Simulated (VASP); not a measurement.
Input:

```
Bi
1.0
    4.51733     0.00000     0.00000
    0.00000     4.48236     0.00000
   -1.48056     0.00000     6.50406
Bi
4
Cartesian
  2.70293   1.12059   5.10686
  0.33384   3.36177   1.39720
  2.58833   1.12059   2.06764
  0.44844   3.36177   4.43642
```

Method: LDA (Ceperley-Alder, Perdew-Zunger), VASP's LDA PAW potentials (set 64) (plane waves; VASP). Numerical set-up: 300 eV cut-off, 5×4×3 Γ-centred mesh, Gaussian smearing of 0.14 eV, potentials Bi_d.

At this cut-off the stress carries a Pulay error, which pulls relaxed volumes low.

### Question
Give the force on each atom (eV/Å).

### Answer

| atom | Fx | Fy | Fz |
|---|---|---|---|
| Bi1 | -0.070 | 0.000 | 0.082 |
| Bi2 | 0.070 | 0.000 | -0.082 |
| Bi3 | -0.028 | 0.000 | -0.057 |
| Bi4 | 0.028 | 0.000 | 0.057 |

### Question
Give the stress tensor in GPa (positive for a compressed cell).

### Answer

```
-1.24   0.00   0.46
 0.00  -0.57   0.00
 0.46   0.00  -1.46
```
The pressure is its mean diagonal, -1.09 GPa.

The structure comes from a computed database's Bi entry; how it stands against other phases isn't given here. The cell was not relaxed at this level. The k-mesh is coarse (spacing up to 0.35 per Å, 2π included), so the numbers may not be converged in it.
